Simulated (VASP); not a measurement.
```xyz
1
Lattice="0.0000 2.6708 2.6708 2.6708 0.0000 2.6708 2.6708 2.6708 0.0000" Properties=species:S:1:pos:R:3 pbc="T T T"
Yb     0.0000     0.0000     0.0000
```

Calculation: MS2 meta-GGA, VASP's PBE PAW potentials (set 64) (plane waves; VASP 6.6.1). Settings: 520 eV cut-off, 9×9×9 Γ-centred mesh, Gaussian smearing of 0.050 eV, potentials Yb_2.

The 4f electrons are frozen in the core of the lanthanide potential, so 4f levels, which can set the real gap, and their magnetism are missing.

Question: What does the run give for the energy per atom (σ→0)?

Answer: 
| Property | Value |
|---|---|
| energy per atom (σ→0) | 14.583 eV/atom |

Only differences to runs with the same potentials and settings are physical.

The compound is Yb in the fcc structure. This cell is one point of a volume scan, at 1.03 of the reference volume.
